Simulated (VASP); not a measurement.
# Be2Sn (Fm-3m) in VASP: settings compared

One crystal, Be2Sn, is run at these levels: PBE, HSE06; tasks: single point.

Everything below comes from runs of VASP 6.6.1. Logs are shortened: lines on timing, memory, paths and dates and some standing lists are left out, and cuts for length are marked.

## (1) The crystal as given

It takes space group Fm-3m (No. 225, cubic). The conventional cell has a = 5.803 Å, b = 5.803 Å, c = 5.803 Å, α = 90.00°, β = 90.00°, γ = 90.00°. Sn (site symmetry m-3m) has 8 Be at 2.51 Å as nearest neighbours. Be (site symmetry -43m) has 4 Sn at 2.51 Å as nearest neighbours.

The cell was built by a generator and needn't be a form met in nature.

## (2) Single point, PBE

INCAR reads:

```
SYSTEM = Be2Sn
  ALGO = Fast
  EDIFF = 1E-7
  ENCUT = 520
  GGA = PE
  ISIF = 2
  ISMEAR = -1
  LASPH = .True.
  LCHARG = .False.
  LREAL = .False.
  LWAVE = .False.
  NBANDS = 16
  NELM = 100
  PREC = Accurate
  SIGMA = 0.02
```

KPOINTS reads:

```
k-points
0
Gamma
  6 6 6
  0 0 0
```

POSCAR reads:

```
Be2Sn
1.0
    0.0000000000      2.9015655565      2.9015655565
    2.9015655565      0.0000000000      2.9015655565
    2.9015655565      2.9015655565      0.0000000000
Sn Be
1 2
Direct
    0.0000000000      0.0000000000      0.0000000000
    0.2500000000      0.2500000000      0.2500000000
    0.7500000000      0.7500000000      0.7500000000
```

Potentials or basis: VASP PAW PBE potentials, release 64 (Sn_d, Be).

The run is started by

```
$ cat potpaw_PBE.64/Sn_d/POTCAR potpaw_PBE.64/Be/POTCAR > POTCAR
$ mpirun -np 1 vasp_std > vasp.out
```

OUTCAR:

```text
SYSTEM = Be2Sn
   EDIFF = 1E-7
   ENCUT = 520
   GGA = PE
   ISIF = 2
   ISMEAR = -1
   LASPH = .True.
   LREAL = .False.
   NELM = 100
   PREC = Accurate

 ion  position               nearest neighbor table
   1  0.000  0.000  0.000-   2 2.51   3 2.51   3 2.51   3 2.51   3 2.51   2 2.51   2 2.51   2 2.51

   2  0.250  0.250  0.250-   1 2.51   1 2.51   1 2.51   1 2.51
   3  0.750  0.750  0.750-   1 2.51   1 2.51   1 2.51   1 2.51

  LATTYP: Found a face centered cubic cell.
 ALAT       =     5.8031311130

  Lattice vectors:

 A1 = (   0.0000000000,   2.9015655565,   2.9015655565)
 A2 = (   2.9015655565,   0.0000000000,   2.9015655565)
 A3 = (   2.9015655565,   2.9015655565,   0.0000000000)

Analysis of symmetry for initial positions (statically):
=====================================================================
 Subroutine PRICEL returns:
 Original cell was already a primitive cell.

 Routine SETGRP: Setting up the symmetry group for a
 face centered cubic supercell.

 Subroutine GETGRP returns: Found 48 space group operations
 (whereof 48 operations were pure point group operations)
 out of a pool of 48 trial point group operations.

The static configuration has the point symmetry O_h .

Analysis of symmetry for dynamics (positions and initial velocities):
=====================================================================
 Subroutine PRICEL returns:
 Original cell was already a primitive cell.

 Routine SETGRP: Setting up the symmetry group for a
 face centered cubic supercell.

 Subroutine GETGRP returns: Found 48 space group operations
 (whereof 48 operations were pure point group operations)
 out of a pool of 48 trial point group operations.

The dynamic configuration has the point symmetry O_h .

 Subroutine INISYM returns: Found 48 space group operations
 (whereof 48 operations are pure point group operations),
 and found     1 'primitive' translations

----------------------------------------------------------------------------------------

                                     Primitive cell

  volume of cell :      48.8570

  direct lattice vectors                    reciprocal lattice vectors
     0.000000000  2.901565557  2.901565557    -0.172320766  0.172320766  0.172320766
     2.901565557  0.000000000  2.901565557     0.172320766 -0.172320766  0.172320766
     2.901565557  2.901565557  0.000000000     0.172320766  0.172320766 -0.172320766

  length of vectors
     4.103433362  4.103433362  4.103433362     0.298468322  0.298468322  0.298468322

  position of ions in fractional coordinates (direct lattice)
     0.000000000  0.000000000  0.000000000
     0.250000000  0.250000000  0.250000000
     0.750000000  0.750000000  0.750000000

  ion indices of the primitive-cell ions
   primitive index   ion index
                 1           1
                 2           2
                 3           3

----------------------------------------------------------------------------------------

 KPOINTS: k-points

Automatic generation of k-mesh.
 Grid dimensions read from file:
 generate k-points for:    6    6    6

 Generating k-lattice:

  Cartesian coordinates                     Fractional coordinates (reciprocal lattice)
    -0.028720128  0.028720128  0.028720128     0.166666667  0.000000000  0.000000000
     0.028720128 -0.028720128  0.028720128     0.000000000  0.166666667  0.000000000
     0.028720128  0.028720128 -0.028720128     0.000000000  0.000000000  0.166666667

  Length of vectors
     0.049744720  0.049744720  0.049744720

  Shift w.r.t. Gamma in fractional coordinates (k-lattice)
     0.000000000  0.000000000  0.000000000

 Subroutine IBZKPT returns following result:
 ===========================================

 Found     16 irreducible k-points:

 Following reciprocal coordinates:
            Coordinates               Weight
  0.000000  0.000000  0.000000      1.000000
  0.166667  0.000000  0.000000      8.000000
  0.333333  0.000000  0.000000      8.000000
  0.500000  0.000000  0.000000      4.000000
  0.166667  0.166667  0.000000      6.000000
  0.333333  0.166667  0.000000     24.000000
[... 8 lines left out ...]
 -0.333333  0.333333  0.166667     24.000000
 -0.333333  0.500000  0.166667     12.000000
   k-points           NKPTS =     16   k-points in BZ     NKDIM =     16   number of bands    NBANDS=     16
   number of dos      NEDOS =    301   number of ions     NIONS =      3
   total plane-waves  NPLWV =  32768
   dimension x,y,z NGX =    32 NGY =   32 NGZ =   32
   dimension x,y,z NGXF=    64 NGYF=   64 NGZF=   64
   ions per type =               1   2
   NGX,Y,Z   is equivalent  to a cutoff of  12.96, 12.96, 12.96 a.u.
   NGXF,Y,Z  is equivalent  to a cutoff of  25.93, 25.93, 25.93 a.u.
 SYSTEM =  Be2Sn
   PREC   = accura    normal or accurate (medium, high low for compatibility)
   ISTART =      0    job   : 0-new  1-cont  2-samecut
   ICHARG =      2    charge: 1-file 2-atom 10-const
   ISPIN  =      1    spin polarized calculation?
   LNONCOLLINEAR =      F non collinear calculations
   LSORBIT =      F    spin-orbit coupling
   LASPH  =      T    aspherical Exc in radial PAW
   ENCUT  =  520.0 eV  38.22 Ry    6.18 a.u.   7.63  7.63  7.63*2*pi/ulx,y,z
   NELM   =    100;   NELMIN=  2; NELMDL= -5     # of ELM steps
   EDIFF  = 0.1E-06   stopping-criterion for ELM
   LREAL  =      F    real-space projection
   EDIFFG = 0.1E-05   stopping-criterion for IOM
   NSW    =      0    number of steps for IOM
   IBRION =     -1    ionic relax: 0-MD 1-quasi-New 2-CG
   NFREE  =      0    steps in history (QN), initial steepest desc. (CG)
   ISIF   =      2    stress and relaxation
   ISYM   =      2    0-nonsym 1-usesym 2-fastsym
   POTIM  = 0.5000    time-step for ionic-motion
   TEBEG  =    0.0;   TEEND  =   0.0 temperature during run
   PSTRESS=    0.0 pullay stress
   NELECT =      18.0000    total number of electrons
   NUPDOWN=      -1.0000    fix difference up-down
   EMIN   =  10.00;   EMAX   =-10.00  energy-range for DOS
   EFERMI =   0.00;   METHOD = LEGACY
   ISMEAR =    -1;   SIGMA  =   0.02  broadening in eV -4-tet -1-fermi 0-gaus
   EFERMI_NEDOS =   21; number of points for ismear=-14 and -15
   IALGO  =     68    algorithm
   IMIX   =      4    mixing-type and parameters
     AMIX     =   0.40;   BMIX     =  1.00
     AMIX_MAG =   1.60;   BMIX_MAG =  1.00
  volume/ion in A,a.u.               =      16.29       109.90
  Fermi-wavevector in a.u.,A,eV,Ry     =   1.173609  2.217799 18.740081  1.377357
  Thomas-Fermi vector in A             =   2.310019
   LORBIT       =      0    0 simple, 1 ext, 2 COOP (PROOUT), +10 PAW based schemes
   GGA     = PE    functional components
   LHFCALC =     F    Hartree Fock is set to
   AEXX    =    0.0000 exact exchange contribution
   IVDW    =     0    specifies the selected vdW correction
   LEPSILON=     F    determine dielectric tensor
   LRPA    =     F    only Hartree local field effects (RPA)
 non-spin polarized calculation
 RMM-DIIS sequential band-by-band and
  energy-cutoff  :      520.00
  volume of cell :       48.86
 maximum number of plane-waves:      1363
 NGX is ok and might be reduce to    32
   NGX = 15   NGY = 15   NGZ = 15

 number of electron      17.9999994 magnetization

 Free energy of the ion-electron system (eV)
  ---------------------------------------------------
  ext. energy  EPLUGINS =         0.00000000
  ---------------------------------------------------
  free energy    TOTEN  =        -9.69197911 eV

  energy without entropy =       -9.68939477  energy(sigma->0) =       -9.69068694

 E-fermi :   6.6577     XC(G=0):  -9.8538

 val. band max:        6.6454766322   @ k =  -0.1667   0.1667   0.0000
 cond. band min:       6.9898208088   @ k =   0.5000   0.3333   0.0000
 fundamental gap:      0.3443441766
 Fermi energy:         6.6577097273

 k-point     1 :       0.0000    0.0000    0.0000
  band No.  band energies     occupation
      1     -14.7145      2.00000
      2     -14.7145      2.00000
      3     -14.7145      2.00000
      4     -14.6262      2.00000
      5     -14.6262      2.00000
      6      -4.3488      2.00000
[... 8 lines left out ...]
     15      12.3038      0.00000
     16      12.3038      0.00000

 k-point     2 :       0.1667    0.0000    0.0000
  band No.  band energies     occupation
      1     -14.7117      2.00000
      2     -14.7090      2.00000
      3     -14.7090      2.00000
      4     -14.6260      2.00000
      5     -14.6260      2.00000
      6      -4.0292      2.00000
[... 8 lines left out ...]
     15      12.0890      0.00000
     16      12.0890      0.00000

 k-point     3 :       0.3333    0.0000    0.0000
  band No.  band energies     occupation
      1     -14.7062      2.00000
      2     -14.6997      2.00000
      3     -14.6997      2.00000
      4     -14.6240      2.00000
      5     -14.6240      2.00000
      6      -3.1210      2.00000
[... 8 lines left out ...]
     15      13.5562      0.00000
     16      13.5562      0.00000

 k-point     4 :       0.5000    0.0000    0.0000
  band No.  band energies     occupation
      1     -14.7035      2.00000
      2     -14.6959      2.00000
      3     -14.6959      2.00000
      4     -14.6220      2.00000
      5     -14.6220      2.00000
      6      -2.2541      2.00000
[... 8 lines left out ...]
     15      15.4479      0.00000
     16      15.4480      0.00000
[... 172 lines left out ...]
 k-point    14 :       0.5000    0.3333    0.1667
  band No.  band energies     occupation
      1     -14.7097      2.00000
      2     -14.6912      2.00000
      3     -14.6823      2.00000
      4     -14.6332      2.00000
      5     -14.6184      2.00000
      6      -2.3503      2.00000
[... 8 lines left out ...]
     15      14.7241      0.00000
     16      16.2956      0.00000

 k-point    15 :      -0.3333    0.3333    0.1667
  band No.  band energies     occupation
      1     -14.6990      2.00000
      2     -14.6976      2.00000
      3     -14.6771      2.00000
      4     -14.6318      2.00000
      5     -14.6201      2.00000
      6      -1.5977      2.00000
[... 8 lines left out ...]
     15      13.4234      0.00000
     16      17.2328      0.00000

 k-point    16 :      -0.3333    0.5000    0.1667
  band No.  band energies     occupation
      1     -14.7113      2.00000
      2     -14.6845      2.00000
      3     -14.6709      2.00000
      4     -14.6378      2.00000
      5     -14.6162      2.00000
      6      -1.2782      2.00000
[... 8 lines left out ...]
     15      14.3151      0.00000
     16      17.8578      0.00000

------------------------ aborting loop because EDIFF is reached ----------------------------------------

  FORCE on cell =-STRESS in cart. coord.  units (eV):
  Direction    XX          YY          ZZ          XY          YZ          ZX
  --------------------------------------------------------------------------------------
  -------------------------------------------------------------------------------------
  Total        0.0771909      0.0771909      0.0771909     -0.0000000     -0.0000000      0.0000000
  in kB        2.5313334      2.5313334      2.5313334     -0.0000000     -0.0000000      0.0000000
  external PRESSURE =       2.5313334 kB  Pullay stress =       0.0000000 kB

 VOLUME and BASIS-vectors are now :
 -----------------------------------------------------------------------------
  energy-cutoff  :      520.00
  volume of cell :       48.86
      direct lattice vectors                 reciprocal lattice vectors
     0.000000000  2.901565557  2.901565557    -0.172320766  0.172320766  0.172320766
     2.901565557  0.000000000  2.901565557     0.172320766 -0.172320766  0.172320766
     2.901565557  2.901565557  0.000000000     0.172320766  0.172320766 -0.172320766

 POSITION                                       TOTAL-FORCE (eV/Angst)
 -----------------------------------------------------------------------------------
      0.00000      0.00000      0.00000        -0.000000     -0.000000     -0.000000
      1.45078      1.45078      1.45078        -0.000000      0.000000     -0.000000
      4.35235      4.35235      4.35235         0.000000      0.000000      0.000000
 -----------------------------------------------------------------------------------
    total drift:                                0.000000     -0.000000      0.000000

  FREE ENERGIE OF THE ION-ELECTRON SYSTEM (eV)
  ---------------------------------------------------
  free  energy   TOTEN  =        -9.6919791125 eV

  energy  without entropy=       -9.6893947736  energy(sigma->0) =       -9.69068694
```

Run time: 7.2 s. Hardware: 1 thread of Intel Xeon 6975P-C (Granite Rapids), shared host; peak memory 0.17 GiB.

Results:

```
Free energy            : -9.6920 eV
Pressure               : 0.3 GPa
Band gap on the k mesh : none (metal or under the smearing width)
```

## (3) Single point, HSE06

POSCAR is that of step 2.

INCAR.step1 reads:

```
PREC = Accurate ; ENCUT = 520
EDIFF = 1E-5 ; ISMEAR = -1
SIGMA = 0.02 ; LREAL = F
LASPH = T ; NELM = 100
ALGO = Normal ; ISIF = 2
LWAVE = T ; LCHARG = F
GGA = PE ; NBANDS = 16
```

INCAR.step2 reads:

```
PREC = Accurate ; ENCUT = 520
EDIFF = 1E-7 ; ISMEAR = -1
SIGMA = 0.02 ; LREAL = F
LASPH = T ; NELM = 100
ALGO = Normal ; ISIF = 2
LWAVE = F ; LCHARG = F
GGA = PE ; LHFCALC = T
HFSCREEN = 0.2079 ; PRECFOCK = Normal
ISTART = 1 ; NBANDS = 16
```

KPOINTS reads:

```
regular mesh
0
Gamma
  4 4 4
```

Potentials or basis: VASP PAW PBE potentials, release 64 (Sn_d, Be).

The run is started by

```
$ cat potpaw_PBE.64/Sn_d/POTCAR potpaw_PBE.64/Be/POTCAR > POTCAR
$ cp INCAR.step1 INCAR
$ mpirun -np 1 vasp_std > vasp.out
$ cp INCAR.step2 INCAR
$ mpirun -np 1 vasp_std > vasp.out
```

Wall time 4 min (1 thread of Intel Xeon 6975P-C (Granite Rapids), shared host); peak memory 0.27 GiB.

It converged, with:

* Free energy: -10.3782 eV
* Pressure: -0.9 GPa
* Band gap on the k mesh: none (metal or under the smearing width)

Levels at points of the mesh, in eV from the Fermi level:
| k point | band 6 | band 7 | band 8 | band 9 | band 10 | band 11 | band 12 | band 13 |
| --- | --- | --- | --- | --- | --- | --- | --- | --- |
| (0.00, 0.00, 0.00) | -12.52 | 1.12 | 1.12 | 1.12 | 1.21 | 1.21 | 1.21 | 4.54 |
| (0.50, 0.00, 0.00) | -10.13 | -7.48 | -1.33 | -1.33 | 1.95 | 1.95 | 2.37 | 4.82 |
| (0.50, 0.50, 0.00) | -9.09 | -6.86 | -3.86 | -3.86 | -0.26 | 1.08 | 7.73 | 7.73 |

Caveat: the k mesh is coarse (spacing up to 0.47 Å⁻¹), so the values aren't converged, least of all with exact exchange; the PAW data sets were made with another functional, which shifts forces and pressure a little.
